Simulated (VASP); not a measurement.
An input for Ansatz (written as the equivalent of a VASP run, and not itself run):

Ansatz 0.2 input:
```yaml
crystal:
  lattice:
    - [0.0000000, 3.2977579, 3.2977579]
    - [3.2977579, 0.0000000, 3.2977579]
    - [3.2977579, 3.2977579, 0.0000000]
  atoms:
    - { symbol: Li, position: [0.2500000, 0.2500000, 0.2500000] }
    - { symbol: Li, position: [0.7500000, 0.7500000, 0.7500000] }
    - { symbol: Li, position: [0.5000000, 0.5000000, 0.5000000] }
    - { symbol: Cd, position: [1.0000000, 1.0000000, 1.0000000] }
kpoints:
  mp_grid: { grid: [7, 7, 7] }
hamiltonian:
  xc: pbesol
  pseudopotentials: { kind: paw }
scf:
  occupations: { method: methfessel_paxton, width: 0.1 }
  max_iter: 100
relax:
  max_steps: 60
  f_tol: 0.02
  cell: {}
output: { forces: true, stress: true, eigenvalues: true }
```

Write the VASP files for the same calculation (PBEsol).

One answer among several that fit: 
INCAR:
```
! general
SYSTEM  = Li3Cd
PREC    = Accurate
ENCUT   = 520   ! plane-wave cut-off (eV)
LREAL   = .False.   ! projection in real space or not
LASPH   = .True.   ! aspherical one-centre terms

! electronic loop
EDIFF   = 1E-6   ! SCF stop (eV)
NELM    = 100   ! most electronic steps
ALGO    = Normal   ! blocked Davidson
LMAXMIX = 4   ! l cut-off of mixed one-centre charges

! smearing
ISMEAR  = 1   ! Methfessel-Paxton
SIGMA   = 0.1

! functional
GGA     = PS

! ions
IBRION  = 2   ! conjugate gradients
NSW     = 60   ! most ionic steps
ISIF    = 3   ! ions, shape and volume
EDIFFG  = -0.02   ! ionic stop

! output
LWAVE   = .False.
LCHARG  = .False.
```

POSCAR:
```
Li3Cd
1
   -0.0000000000     3.2977578671     3.2977578671
    3.2977578671    -0.0000000000     3.2977578671
    3.2977578671     3.2977578671    -0.0000000000
Li Cd
3 1
Direct
  0.2500000000   0.2500000000   0.2500000000
  0.7500000000   0.7500000000   0.7500000000
  0.5000000000   0.5000000000   0.5000000000
  1.0000000000   1.0000000000   1.0000000000
```

KPOINTS:
```
Automatic mesh
0
Gamma
7 7 7
0 0 0
```

POTCAR, in this order: Li_sv Cd (PBE.64 set). Program: vasp_std.

What does not carry over: each code has its own PAW files, so the cut-off isn't converted (ENCUT is set for VASP's; basis.ecutwfc is left out, and Ansatz then takes the one that its files recommend); Ansatz stops its SCF on the density residual and VASP on the energy change (EDIFF).

The structure comes from a computed database's Li3Cd entry (Fm-3m); how it stands against other phases isn't given here. This run relaxes it. Symmetry was kept, so distortions that lower it aren't found. The start is the result of an earlier pass.
